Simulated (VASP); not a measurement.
Input:

```
CELL_PARAMETERS angstrom
      0.00000     3.26132     3.26132
      3.26132     0.00000     3.26132
      3.26132     3.26132     0.00000
ATOMIC_POSITIONS crystal
  Na 0.25000 0.25000 0.25000
  Na 0.75000 0.75000 0.75000
  S  0.00000 0.00000 0.00000
```

Calculation: optB88-vdW, VASP's PBE PAW potentials (set 64) (plane waves; VASP). Settings: 520 eV cut-off, 7×7×7 Γ-centred mesh, tetrahedra with Blöchl corrections, potentials Na_pv S.

Task: Estimate the energy per atom (σ→0), band gap (on the k-mesh) with the smallest direct gap where there is one.

Result: 
```yaml
band gap (on the k-mesh): 2.49 eV
smallest direct gap (on the k-mesh): 2.49 eV
energy per atom (σ→0): -1.436 eV/atom
```

Total energies compare only between runs with the same potentials, cut-off and functional.

The compound is Na2S in the antifluorite structure. It was relaxed first.
